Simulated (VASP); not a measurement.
Calculation: RPBE GGA, VASP's PBE PAW potentials (set 64) (plane waves; VASP).

VASP ran on this input.

**POSCAR**
```
Zn
1.0
  1.3847564977  -2.3984690719   0.0000000000
  1.3847564977   2.3984690719   0.0000000000
  0.0000000000   0.0000000000   5.0380177383
Zn
2
direct
  0.3333330000   0.6666670000   0.2500000000
  0.6666670000   0.3333330000   0.7500000000
```

**INCAR**
```
ALGO  =  Normal
EDIFF  =  1E-7
EDIFFG  =  -0.01
ENCUT  =  520
GGA  =  RP
IBRION  =  2
ISIF  =  4
ISMEAR  =  1
LASPH  =  .True.
LCHARG  =  .False.
LMAXMIX  =  4
LREAL  =  .False.
LWAVE  =  .False.
NELM  =  100
NSW  =  30
PREC  =  Accurate
SIGMA  =  0.1
SYSTEM  =  Zn
```

File KPOINTS:
```
kpoints
0
gamma
  15 15 8
0 0 0
```

POTCAR, in this order: Zn (PBE.64 set). Program: vasp_std.

The resulting files:

OUTCAR:
```
 ion  position               nearest neighbor table
   1  0.333  0.667  0.250-   2 2.98   2 2.98   2 2.98   2 2.98   2 2.98   2 2.98
   2  0.667  0.333  0.750-   1 2.98   1 2.98   1 2.98   1 2.98   1 2.98   1 2.98
  LATTYP: Found a hexagonal cell.
 ALAT       =     2.7695133953
 C/A-ratio  =     1.8190985271
 Subroutine PRICEL returns:
 Original cell was already a primitive cell.
 Subroutine GETGRP returns: Found 24 space group operations
The static configuration has the point symmetry D_3d.
 The point group associated with its full space group is D_6h.
The dynamic configuration has the point symmetry D_3d.
 Subroutine INISYM returns: Found 24 space group operations
 Subroutine IBZKPT returns following result:
 Found    135 irreducible k-points:

 Following reciprocal coordinates:
            Coordinates               Weight
  0.000000  0.000000  0.000000      1.000000
  0.066667  0.000000  0.000000      6.000000
  0.133333 -0.000000  0.000000      6.000000
  0.200000  0.000000  0.000000      6.000000
  0.266667 -0.000000  0.000000      6.000000
  0.333333  0.000000  0.000000      6.000000
  0.400000 -0.000000  0.000000      6.000000
  0.466667 -0.000000  0.000000      6.000000
  0.066667  0.066667  0.000000      6.000000
  0.133333  0.066667  0.000000     12.000000
  0.200000  0.066667  0.000000     12.000000
  0.266667  0.066667  0.000000     12.000000
  0.333333  0.066667  0.000000     12.000000
  0.400000  0.066667  0.000000     12.000000
  0.466667  0.066667  0.000000      6.000000
  0.133333  0.133333  0.000000      6.000000
  0.200000  0.133333  0.000000     12.000000
  0.266667  0.133333  0.000000     12.000000
  0.333333  0.133333  0.000000     12.000000
  0.400000  0.133333  0.000000     12.000000
  0.200000  0.200000  0.000000      6.000000
  0.266667  0.200000  0.000000     12.000000
...
```

### OSZICAR
```
       N       E                     dE             d eps       ncg     rms          rms(c)
DAV:   1     0.969724112033E+02    0.96972E+02   -0.12759E+04  4352   0.229E+03
DAV:   2     0.123996981457E+01   -0.95732E+02   -0.94517E+02  4400   0.300E+02
DAV:   3    -0.155907944692E+01   -0.27990E+01   -0.27953E+01  5400   0.620E+01
DAV:   4    -0.156772352866E+01   -0.86441E-02   -0.86436E-02  5176   0.359E+00
DAV:   5    -0.156773718188E+01   -0.13653E-04   -0.13653E-04  5264   0.116E-01    0.322E+00
DAV:   6    -0.145844307643E+01    0.10929E+00   -0.61155E-01  4520   0.167E+01    0.260E+00
DAV:   7    -0.145801797644E+01    0.42510E-03   -0.17528E-02  4856   0.226E+00    0.134E+00
DAV:   8    -0.145769749119E+01    0.32049E-03   -0.24817E-03  4984   0.778E-01    0.518E-02
DAV:   9    -0.145776459752E+01   -0.67106E-04   -0.25715E-04  5832   0.218E-01    0.278E-02
DAV:  10    -0.145776918131E+01   -0.45838E-05   -0.19210E-05  4920   0.648E-02    0.369E-03
DAV:  11    -0.145776881879E+01    0.36252E-06   -0.16543E-07  4552   0.439E-03    0.135E-03
DAV:  12    -0.145776856971E+01    0.24908E-06   -0.48156E-08  2736   0.428E-03    0.657E-05
DAV:  13    -0.145776856274E+01    0.69681E-08   -0.74699E-09  2560   0.101E-03
   1 F= -.14577686E+01 E0= -.14578378E+01  d E =-.145777E+01
       N       E                     dE             d eps       ncg     rms          rms(c)
DAV:   1    -0.151105492040E+01   -0.53286E-01   -0.10043E+00  4984   0.963E+00    0.137E+00
DAV:   2    -0.148243872439E+01    0.28616E-01   -0.28894E-02  4600   0.314E+00    0.827E-01
DAV:   3    -0.146673934199E+01    0.15699E-01   -0.19407E-02  6016   0.245E+00    0.778E-02
DAV:   4    -0.146695093649E+01   -0.21159E-03   -0.24555E-03  4528   0.581E-01    0.554E-02
DAV:   5    -0.146695263340E+01   -0.16969E-05   -0.30357E-05  5160   0.107E-01    0.144E-02
DAV:   6    -0.146695023155E+01    0.24018E-05   -0.50853E-06  5288   0.354E-02    0.143E-03
DAV:   7    -0.146695024363E+01   -0.12080E-07   -0.18546E-07  3960   0.405E-03
   2 F= -.14669502E+01 E0= -.14669718E+01  d E =-.918168E-02
       N       E                     dE             d eps       ncg     rms          rms(c)
DAV:   1    -0.189713673913E+01   -0.43019E+00   -0.90580E+00  4968   0.290E+01    0.409E+00
DAV:   2    -0.162873058462E+01    0.26841E+00   -0.28913E-01  4632   0.837E+00    0.246E+00
DAV:   3    -0.148380279786E+01    0.14493E+00   -0.19959E-01  5536   0.630E+00    0.262E-01
DAV:   4    -0.148542046883E+01   -0.16177E-02   -0.18793E-02  4568   0.157E+00    0.188E-01
DAV:   5    -0.148539957580E+01    0.20893E-04   -0.35379E-04  4952   0.216E-01    0.364E-02
DAV:   6    -0.148536821982E+01    0.31356E-04   -0.43199E-05  4968   0.102E-01    0.259E-03
DAV:   7    -0.148536889216E+01   -0.67233E-06   -0.53613E-06  4952   0.285E-02    0.130E-03
DAV:   8    -0.148536914588E+01   -0.25373E-06   -0.18508E-07  2856   0.917E-03    0.936E-04
DAV:   9    -0.148536914226E+01    0.36262E-08   -0.51468E-08  2296   0.484E-03
   3 F= -.14853691E+01 E0= -.14852600E+01  d E =-.276006E-01
       N       E                     dE             d eps       ncg     rms          rms(c)
DAV:   1    -0.149539308695E+01   -0.10024E-01   -0.21996E-01  5016   0.451E+00    0.636E-01
DAV:   2    -0.148888165220E+01    0.65114E-02   -0.59482E-03  4592   0.143E+00    0.382E-01
DAV:   3    -0.148541626688E+01    0.34654E-02   -0.45521E-03  5720   0.110E+00    0.387E-02
DAV:   4    -0.148546315800E+01   -0.46891E-04   -0.56346E-04  4512   0.281E-01    0.267E-02
DAV:   5    -0.148546302099E+01    0.13702E-06   -0.84555E-06  5408   0.614E-02    0.572E-03
DAV:   6    -0.148546255676E+01    0.46422E-06   -0.15206E-06  4968   0.240E-02    0.137E-03
DAV:   7    -0.148546255658E+01    0.18099E-09   -0.91821E-08  2664   0.395E-03
   4 F= -.14854626E+01 E0= -.14852572E+01  d E =-.276940E-01
       N       E                     dE             d eps       ncg     rms          rms(c)
DAV:   1    -0.148643350726E+01   -0.97095E-03   -0.20653E-02  4992   0.138E+00    0.194E-01
DAV:   2    -0.148583157598E+01    0.60193E-03   -0.54335E-04  4624   0.438E-01    0.117E-01
DAV:   3    -0.148550836600E+01    0.32321E-03   -0.42138E-04  5696   0.337E-01    0.118E-02
DAV:   4    -0.148551274709E+01   -0.43811E-05   -0.53524E-05  4544   0.889E-02    0.809E-03
DAV:   5    -0.148551274720E+01   -0.10141E-09   -0.65655E-07  5368   0.184E-02
   5 F= -.14855127E+01 E0= -.14853391E+01  d E =-.277442E-01
```

### OUTCAR
```
------------------------ aborting loop because EDIFF is reached ----------------------------------------
  FORCE on cell =-STRESS in cart. coord.  units (eV):
  Direction    XX          YY          ZZ          XY          YZ          ZX
  --------------------------------------------------------------------------------------
  Total       -0.3993965     -0.3993966     -0.4162666      0.0000000      0.0000000      0.0000000
  in kB      -19.1213076    -19.1213136    -19.9289746      0.0000000      0.0000000      0.0000000
  external PRESSURE =     -19.3905319 kB  Pullay stress =       0.0000000 kB
  volume of cell :       33.47
      direct lattice vectors                 reciprocal lattice vectors
     1.348654262 -2.335938070  0.000000000     0.370739940 -0.214046770  0.000000000
     1.348654262  2.335938070 -0.000000000     0.370739940  0.214046770  0.000000000
     0.000000000  0.000000000  5.311354303    -0.000000000  0.000000000  0.188275898
 POSITION                                       TOTAL-FORCE (eV/Angst)
 -----------------------------------------------------------------------------------
      1.34865      0.77865      1.32784        -0.000000     -0.000000      0.000000
      1.34865     -0.77865      3.98352         0.000000      0.000000      0.000000
 -----------------------------------------------------------------------------------
    total drift:                                0.000012      0.000081      0.000003
  FREE ENERGIE OF THE ION-ELECTRON SYSTEM (eV)
  ---------------------------------------------------
  free  energy   TOTEN  =        -1.4855127472 eV

  energy  without entropy=       -1.4849918205  energy(sigma->0) =       -1.48533910

 reached required accuracy - stopping structural energy minimisation
```
(Selected blocks of OUTCAR.)

**CONTCAR**
```
Zn
   1.00000000000000
     1.3486542617902719   -2.3359380701968511    0.0000000000000000
     1.3486542617902719    2.3359380701968511   -0.0000000000000000
     0.0000000000000000    0.0000000000000000    5.3113543034196056
  Zn
     2
Direct
     0.3333330000000032    0.6666669999999968    0.2500000000000000
     0.6666669999999968    0.3333330000000032    0.7500000000000000
```

OUTCAR:
```
 val. band max:        2.4884035091   @ k =   0.3333   0.2667   0.5000

 cond. band min:       2.5699746067   @ k =   0.0667   0.0667   0.2500


 Fermi energy:         2.5156193004

 k-point     1 :       0.0000    0.0000    0.0000
  band No.  band energies     occupation
      1      -7.0825      2.00000
      2      -5.7219      2.00000
      3      -5.1216      2.00000
      4      -4.8800      2.00000
      5      -4.8800      2.00000
      6      -4.8497      2.00000
      7      -4.8497      2.00000
      8      -4.5061      2.00000
      9      -4.5061      2.00000
     10      -4.3789      2.00000
     11      -4.3789      2.00000
     12      -1.0791      2.00000
     13      -0.7938      2.00000
     14      13.6562      0.00000
     15      17.3237      0.00000
     16      20.0363      0.00000

 k-point     2 :       0.0667    0.0000    0.0000
  band No.  band energies     occupation
      1      -6.9532      2.00000
      2      -5.6652      2.00000
      3      -5.1069      2.00000
      4      -4.8938      2.00000
      5      -4.8632      2.00000
      6      -4.8514      2.00000
      7      -4.8220      2.00000
      8      -4.5323      2.00000
      9      -4.5157      2.00000
     10      -4.4381      2.00000
     11      -4.3791      2.00000
     12      -1.0095      2.00000
     13      -0.6050      2.00000
     14      13.7971      0.00000
     15      17.2871      0.00000
     16      17.9234      0.00000

 k-point     3 :       0.1333   -0.0000    0.0000
  band No.  band energies     occupation
      1      -6.5736      2.00000
      2      -5.5188      2.00000
      3      -5.0710      2.00000
      4      -4.9247      2.00000
      5      -4.8848      2.00000
      6      -4.7697      2.00000
      7      -4.7430      2.00000
      8      -4.6391      2.00000
      9      -4.5473      2.00000
     10      -4.5413      2.00000
     11      -4.3811      2.00000
     12      -0.7858      2.00000
     13      -0.0753      2.00000
...
```

The compound is Zn in the hcp structure. This cell is one point of a volume scan, at 1.06 of the reference volume. Symmetry was kept, so distortions that lower it aren't found.
